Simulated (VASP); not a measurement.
Ba4Y:

```
Ba Y
1.0
    -3.45441    3.45441    3.45441
     3.45441   -3.45441    3.45441
     3.45441    3.45441   -3.45441
Ba Y
4 1
Direct
  0.50000 0.50000 0.50000
  0.50000 0.00000 0.00000
  0.00000 0.00000 0.50000
  0.00000 0.50000 0.00000
  0.00000 0.00000 0.00000
```

The cell was built by a generator and needn't be a form met in nature.

The cell isn't the ideal one: species swapped into the Hg4Pt type (Im-3m, No. 229).

| Item | Value |
| --- | --- |
| Program | VASP 6.6.1 |
| Task | relaxation of cell and atoms |
| Functional | PBE |
| Potentials or basis | VASP PAW PBE potentials, release 64 (Ba_sv, Y_sv) |
| Cutoff | 600 eV |
| k mesh | 4 × 4 × 4 |
| Occupations | gaussian, width 0.1 eV |
| Spin | no spin polarisation |

At the start: pressure 15.6 GPa; volume 32.98 Å³/atom.

Q: How do energy, volume and symmetry change on relaxing?

A: Over 5 steps the energy falls by 987.7 meV/atom and the volume is 66.44 Å³/atom (+101.5 %); space group Im-3m (No. 229, to 0.05 Å).

The path:
| step | energy change (eV) | largest force (eV/Å) | pressure (GPa) | volume (Å³) |
| --- | --- | --- | --- | --- |
| 1 | 0.0000 | 0.0000 | 15.63 | 164.89 |
| 2 | -4.3727 | 0.0000 | 2.90 | 254.21 |
| 3 | -4.8524 | 0.0000 | 0.90 | 297.54 |
| 4 | -4.6474 | 0.0000 | -1.17 | 398.42 |
| 5 | -4.9387 | 0.0000 | -0.07 | 332.20 |

Final structure:
```
Ba Y
1.0
    -4.36295    4.36295    4.36295
     4.36295   -4.36295    4.36295
     4.36295    4.36295   -4.36295
Ba Y
4 1
Direct
  0.50000 0.50000 0.50000
  0.50000 0.00000 0.00000
  0.00000 0.00000 0.50000
  0.00000 0.50000 0.00000
  0.00000 0.00000 0.00000
```

Caveat: the volume moved by over 15 % at a fixed basis, so the end points are rough.
